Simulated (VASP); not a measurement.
Crystal: SrB6.

```xyz
7
Lattice="4.1760 0.0000 0.0000 0.0000 4.1760 0.0000 0.0000 0.0000 4.1760" Properties=species:S:1:pos:R:3 pbc="T T T"
Sr    0.0000    0.0000    0.0000
B     2.0880    2.0880    0.8468
B     2.0880    2.0880    3.3292
B     0.8468    2.0880    2.0880
B     3.3292    2.0880    2.0880
B     2.0880    0.8468    2.0880
B     2.0880    3.3292    2.0880
```

Base run:

```yaml
Program: VASP 6.6.1
Functional: r2SCAN
Potentials_or_basis: VASP PAW PBE potentials, release 64 (Sr_sv, B)
Cutoff: 520 eV
k_mesh: 10 × 10 × 10
Occupations: methfessel-paxton, width 0.1 eV
Spin: no spin polarisation
```

Its results: pressure 1.6 GPa.

**Question.** The run is repeated on the same cell with these changes: functional from r2SCAN to PBEsol. What comes out?

**Answer.** Pressure 0.0 GPa.

Caveats: the PAW data sets were made with another functional, which shifts forces and pressure a little.
